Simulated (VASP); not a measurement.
The system is Rb2In.

```
CELL_PARAMETERS angstrom
0.00000 4.57662 4.57662
4.57662 0.00000 4.57662
4.57662 4.57662 0.00000
ATOMIC_POSITIONS crystal
Rb 0.25000 0.25000 0.25000
Rb 0.75000 0.75000 0.75000
In 0.00000 0.00000 0.00000
```

The cell was built by a generator and needn't be a form met in nature.

- Program: VASP 6.6.1
- Task: single point
- Functional: PBE
- Potentials or basis: VASP PAW PBE potentials, release 64 (Rb_sv, In_d)
- Cutoff: 520 eV
- k mesh: 5 × 5 × 5
- Occupations: fermi-dirac, width 0.05 eV
- Spin: no spin polarisation

On this cell: pressure 0.0 GPa; largest force zero by symmetry; band gap on the k mesh none (metal or under the smearing width).

The same run follows on a disturbed copy (atoms moved at random, drawn with an rms of 0.05 Å):

```
Rb In
1.0
     0.00000    4.57662    4.57662
     4.57662    0.00000    4.57662
     4.57662    4.57662    0.00000
Rb In
2 1
Direct
  0.24627 0.25630 0.24833
  0.74525 0.75305 0.75639
  0.99350 0.99885 0.99942
```

Problem. What changes?

Solution. The energy (extrapolated to zero smearing) moves by +0.7 meV/atom; pressure 0.0 GPa; largest force 0.052 eV/Å; band gap on the k mesh none (metal or under the smearing width).

Forces in eV/Å, atoms in the order of the input:
```
Rb  -0.005  0.008 -0.025
Rb  -0.029 -0.028 -0.008
In   0.034  0.020  0.033
```
